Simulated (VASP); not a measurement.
Here is the system:

```xyz
6
Lattice="1.6278 -2.8194 0.0000 1.6278 2.8194 0.0000 0.0000 0.0000 12.8438" Properties=species:S:1:pos:R:3 pbc="T T T"
W      1.6278     0.9398     3.2110
W      1.6278    -0.9398     9.6329
Se     1.6278     0.9398    11.3029
Se     1.6278    -0.9398     4.8810
Se     1.6278    -0.9398     1.5409
Se     1.6278     0.9398     7.9628
```

These are LDA (Ceperley-Alder, Perdew-Zunger), VASP's LDA PAW potentials (set 64) (plane waves; VASP 6.6.1) values and carry that method's errors. Run with 520 eV cut-off, 9×9×2 Γ-centred mesh, tetrahedra with Blöchl corrections, potentials W_sv Se.

The job: WSe2 (2H layered), 6 atoms, LDA, static run, 520 eV, 9×9×2 Γ-centred mesh. Roughly how much core time does it take on a busy server core?

About 60 core-seconds (one run on a shared machine, a rough figure). It had 24 irreducible k-points, 31 bands, up to 3216 plane waves and 17 electronic steps.

The compound is WSe2 in the 2H layered structure. It was relaxed first.
